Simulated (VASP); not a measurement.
VASP ran on this input.

POSCAR:
```
Pb
1.0
  0.0000000000   2.5245000000   2.5245000000
  2.5245000000   0.0000000000   2.5245000000
  2.5245000000   2.5245000000   0.0000000000
Pb
1
Cartesian
  0.0000000000   0.0000000000   0.0000000000
```

### KPOINTS
```
Automatic mesh
0
Gamma
9 9 9
0 0 0
```

### INCAR
```
# general
SYSTEM  = Pb
PREC    = Accurate
ENCUT   = 400   # plane-wave cut-off (eV)
LREAL   = .False.   # projection in real space or not
LASPH   = .True.   # aspherical one-centre terms

# electronic loop
EDIFF   = 1E-6   # SCF stop (eV)
NELM    = 100   # most electronic steps
ALGO    = Normal   # blocked Davidson
LMAXMIX = 4   # l cut-off of mixed one-centre charges

# smearing
ISMEAR  = 1   # Methfessel-Paxton
SIGMA   = 0.1   # width (eV)

# functional
GGA     = PE   # PBE

# ions
ISIF    = 2   # forces and stress, cell fixed

# output
LWAVE   = .False.
LCHARG  = .False.
```

POTCAR, in this order: Pb_d (PBE.64 set). Program: vasp_std.

Q: Write an equivalent input for Ansatz.

A: One equivalent input (not run):
Ansatz 0.2 input:
```yaml
crystal:
  lattice:
    - [0.0000000, 2.5245000, 2.5245000]
    - [2.5245000, 0.0000000, 2.5245000]
    - [2.5245000, 2.5245000, 0.0000000]
  atoms:
    - { symbol: Pb, position: [0.0000000, 0.0000000, 0.0000000] }
kpoints:
  mp_grid: { grid: [9, 9, 9] }
hamiltonian:
  xc: pbe
  pseudopotentials: { kind: paw }
scf:
  occupations: { method: methfessel_paxton, width: 0.1 }
  max_iter: 100
output: { forces: true, stress: true, eigenvalues: true }
```
What does not carry over: each code has its own PAW files, so the cut-off isn't converted (ENCUT is set for VASP's; basis.ecutwfc is left out, and Ansatz then takes the one that its files recommend); Ansatz stops its SCF on the density residual and VASP on the energy change (EDIFF).

The compound is Pb in the fcc structure. The cell was not relaxed at this level.
